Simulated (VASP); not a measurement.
Computed with PBE GGA, VASP's PBE PAW potentials (set 64) (plane waves; VASP).

VASP input:

### INCAR
```
# general
SYSTEM =AgZn31S32
PREC   =Normal
ENCUT  =400
LREAL  =Auto
LASPH  =T
ISYM   =0
NELECT =576.0

# electronic loop
EDIFF  =1E-5
NELM   =100
NELMIN =4
ALGO   =Fast
LMAXMIX=4

# smearing
ISMEAR =0
SIGMA  =0.05

# functional
GGA    =PE

# ions
IBRION =2
NSW    =60
ISIF   =2
EDIFFG =-0.03

# output
LWAVE  =F
LCHARG =F
```

File KPOINTS:
```
kpoints
0
G
 1 1 1
```

**POSCAR**
```
AgZn31S32
1
   10.8925962364     0.0000000000     0.0000000000
    0.0000000000    10.8925962364    -0.0000000000
   -0.0000000000    -0.0000000000    10.8925962364
Zn S Ag
31 32 1
Direct
  0.5000000000   0.0000000000   0.0000000000
  0.7500000000   0.2500000000   0.0000000000
  0.7500000000   0.0000000000   0.2500000000
  0.0000000000   0.0000000000   0.0000000000
  0.2500000000   0.2500000000   0.0000000000
  0.5000000000   0.5000000000   0.0000000000
  0.7500000000   0.7500000000   0.0000000000
  0.2500000000   0.0000000000   0.2500000000
  0.5000000000   0.2500000000   0.2500000000
  0.7500000000   0.5000000000   0.2500000000
  0.5000000000   0.0000000000   0.5000000000
  0.7500000000   0.2500000000   0.5000000000
  0.7500000000   0.0000000000   0.7500000000
  0.0000000000   0.5000000000   0.0000000000
  0.2500000000   0.7500000000   0.0000000000
  0.0000000000   0.2500000000   0.2500000000
  0.2500000000   0.5000000000   0.2500000000
  0.5000000000   0.7500000000   0.2500000000
  0.0000000000   0.0000000000   0.5000000000
  0.2500000000   0.2500000000   0.5000000000
  0.7500000000   0.7500000000   0.5000000000
  0.2500000000   0.0000000000   0.7500000000
  0.5000000000   0.2500000000   0.7500000000
  0.7500000000   0.5000000000   0.7500000000
  0.0000000000   0.7500000000   0.2500000000
  0.0000000000   0.5000000000   0.5000000000
  0.2500000000   0.7500000000   0.5000000000
  0.0000000000   0.2500000000   0.7500000000
  0.2500000000   0.5000000000   0.7500000000
  0.5000000000   0.7500000000   0.7500000000
  0.0000000000   0.7500000000   0.7500000000
  0.6250000000   0.1250000000   0.1250000000
  0.8750000000   0.3750000000   0.1250000000
  0.8750000000   0.1250000000   0.3750000000
  0.1250000000   0.1250000000   0.1250000000
  0.3750000000   0.3750000000   0.1250000000
  0.6250000000   0.6250000000   0.1250000000
  0.8750000000   0.8750000000   0.1250000000
  0.3750000000   0.1250000000   0.3750000000
  0.6254310000   0.3793190000   0.3786720000
  0.8750000000   0.6250000000   0.3750000000
  0.6250000000   0.1250000000   0.6250000000
  0.8750000000   0.3750000000   0.6250000000
  0.8750000000   0.1250000000   0.8750000000
  0.1250000000   0.6250000000   0.1250000000
  0.3750000000   0.8750000000   0.1250000000
  0.1250000000   0.3750000000   0.3750000000
  0.3759780000   0.6267640000   0.3753730000
  0.6250000000   0.8750000000   0.3750000000
  0.1250000000   0.1250000000   0.6250000000
  0.3761220000   0.3793290000   0.6265310000
  0.6228010000   0.6212150000   0.6266070000
  0.8750000000   0.8750000000   0.6250000000
  0.3750000000   0.1250000000   0.8750000000
  0.6250000000   0.3750000000   0.8750000000
  0.8750000000   0.6250000000   0.8750000000
  0.1250000000   0.8750000000   0.3750000000
  0.1250000000   0.6250000000   0.6250000000
  0.3750000000   0.8750000000   0.6250000000
  0.1250000000   0.3750000000   0.8750000000
  0.3750000000   0.6250000000   0.8750000000
  0.6250000000   0.8750000000   0.8750000000
  0.1250000000   0.8750000000   0.8750000000
  0.4995090000   0.4974530000   0.5035640000
```

POTCAR, in this order: Zn S Ag (PBE.64 set). Program: vasp_gam.

The cell is charged, with a uniform compensating background. The supercell is sampled at Γ alone, which is coarse: total energies, pressure and levels can be off, energies of defects by several tenths of an eV.

Question: Predict the energy per atom (σ→0).

Answer: 
```json
{
 "energy per atom (σ→0)": "-3.354 eV/atom"
}
```

OSZICAR:
```
...
  10 F= -.21465630E+03 E0= -.21465630E+03  d E =-.961723E-02
       N       E                     dE             d eps       ncg     rms          rms(c)
DAV:   1    -0.214656703121E+03   -0.40389E-03   -0.54542E-01   716   0.130E+00    0.264E-01
RMM:   2    -0.214657470174E+03   -0.76705E-03   -0.86673E-03   690   0.189E-01    0.745E-02
RMM:   3    -0.214657599774E+03   -0.12960E-03   -0.15631E-03   695   0.801E-02    0.637E-02
RMM:   4    -0.214657610027E+03   -0.10253E-04   -0.31056E-04   710   0.421E-02    0.519E-02
RMM:   5    -0.214657600377E+03    0.96503E-05   -0.88496E-05   665   0.226E-02
  11 F= -.21465760E+03 E0= -.21465760E+03  d E =-.130142E-02
```

The cell is a supercell with a defect, built from ZnS (zinc blende): Ag_Zn, charge -1. The run is not spin-polarised, so no state with unpaired spins was tried.
